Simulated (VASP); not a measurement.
## VASP 6.6.1 run: CdSiN₂

INCAR

```
ISIF = 2
NBANDS = 21
LWAVE = .FALSE.
GGA = PE
LCHARG = .FALSE.
LASPH = .TRUE.
ISMEAR = -1
IBRION = -1
NSW = 0
EDIFF = 1E-7
NELM = 61
PREC = Accurate
SIGMA = 0.02
LREAL = .FALSE.
ENCUT = 80
```

KPOINTS

```
KPOINTS created by Atomic Simulation Environment
0
Gamma
8 8 6
0 0 0
```

POSCAR

```
Cd N  Si
 1.0000000000000000
     3.1195469186000002    0.0000000000000000    0.0000000000000000
     0.0000000000000000    3.1195469186000002    0.0000000000000000
     0.0000000000000000    0.0000000000000000    4.9845767749999998
 Cd  N   Si
   1   2   1
Cartesian
 -0.0000000000000000  0.0000000000000000  0.0000000000000000
  0.0000000000000000  1.5597734593000001  1.6037811972773017
  1.5597734593000001  0.0000000000000000  3.3807955777226981
  1.5597734593000001  1.5597734593000001  2.4922883874999999
```

The recommended PBE PAW datasets give the neutral cell 26 valence electrons.

Command

```
mpirun -np 1 vasp_std
```

OSZICAR

```
N       E                     dE             d eps       ncg     rms          rms(c)
DAV:   1     0.193467621163E+01    0.19347E+01   -0.35819E+03  2885   0.254E+02
DAV:   2    -0.258828172528E+02   -0.27817E+02   -0.26752E+02  3064   0.755E+01
DAV:   3    -0.263075451549E+02   -0.42473E+00   -0.42345E+00  2923   0.838E+00
DAV:   4    -0.263084923256E+02   -0.94717E-03   -0.94702E-03  2800   0.360E-01
DAV:   5    -0.263084998092E+02   -0.74836E-05   -0.74820E-05  2973   0.202E-02    0.227E+02
DAV:   6     0.689339911364E+02    0.95242E+02   -0.30285E+02  2613   0.692E+01    0.282E+02
DAV:   7     0.679659707387E+02   -0.96802E+00   -0.93270E+00  2963   0.128E+01    0.285E+02
DAV:   8     0.700071426714E+02    0.20412E+01   -0.69645E+00  2710   0.141E+01    0.242E+02
DAV:   9     0.429596983668E+02   -0.27047E+02   -0.71400E+01  2720   0.453E+01    0.187E+02
DAV:  10     0.451390146167E+02    0.21793E+01   -0.19202E+00  2970   0.635E+00    0.184E+02
...
DAV:  20     0.914532473698E+02   -0.10573E-01   -0.21652E-02  2880   0.767E-01    0.316E+00
DAV:  21     0.914606499103E+02    0.74025E-02   -0.13143E-02  2695   0.686E-01    0.119E+00
DAV:  22     0.914609512978E+02    0.30139E-03   -0.17441E-03  2805   0.230E-01    0.595E-01
DAV:  23     0.914609701430E+02    0.18845E-04   -0.91583E-05  2760   0.562E-02    0.249E-01
DAV:  24     0.914610194947E+02    0.49352E-04   -0.72236E-05  2710   0.496E-02    0.157E-01
DAV:  25     0.914610236055E+02    0.41109E-05   -0.66214E-05  2705   0.473E-02    0.180E-02
DAV:  26     0.914610248371E+02    0.12316E-05   -0.57410E-06  2685   0.132E-02    0.138E-02
DAV:  27     0.914610248728E+02    0.35740E-07   -0.17067E-06  2735   0.741E-03    0.561E-03
DAV:  28     0.914610247837E+02   -0.89174E-07   -0.95914E-08  1621   0.156E-03
   1 F= 0.91461025E+02 E0= 0.91461063E+02  d E =-.768063E-04
```

It converged. Results: gap between bands v and c on the k mesh -4.47 eV (bands overlap: a metal); least direct gap on the k mesh 0.00 eV; pressure -1092.5 GPa; largest force 9.09 eV/Å. Band v is the last that the valence electrons fill when counted band by band, and c is the next.

Task: What is wrong with this input?

Result: Cutoff far too low. On sound settings PBE gives a gap of 1.08 eV on its mesh and a pressure of -0.1 GPa for the intended cell. This run's energy (σ→0) differs from it by 28933 meV an atom.
